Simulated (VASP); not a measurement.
Consider the following.

```
AlTi
1.0
    2.83000     0.00000     0.00000
    0.00000     2.83000     0.00000
    0.00000     0.00000     4.07000
Ti Al
1 1
Direct
  0.00000   0.00000   0.00000
  0.50000   0.50000   0.50000
```

All values below come from MS2 meta-GGA, VASP's PBE PAW potentials (set 64) (plane waves; VASP 6.6.1). Run with 520 eV cut-off, 12×12×8 Γ-centred mesh, first-order Methfessel-Paxton smearing of 0.10 eV, potentials Ti_sv Al.

Problem. The ions, cell shape and volume are relaxed. What does this cell relax into?

Solution. 
```
AlTi
1.0
    2.81222     0.00000     0.00000
    0.00000     2.81222     0.00000
    0.00000     0.00000     4.04960
Ti Al
1 1
Direct
  0.00000   0.00000   0.00000
  0.50000   0.50000   0.50000
```
Space group P4/mmm (123), at a tolerance of 0.03 Å.

Problem. How do energy and volume change from the first to the last step?

Solution. The energy (σ→0) changes by -2.0 meV/atom and the volume by -1.7 %, in 4 ionic steps.

The compound is TiAl in the L1_0 structure. This run relaxes it. Symmetry was kept, so distortions that lower it aren't found. The electron count is odd and the run is not spin-polarised, which forces a metal.
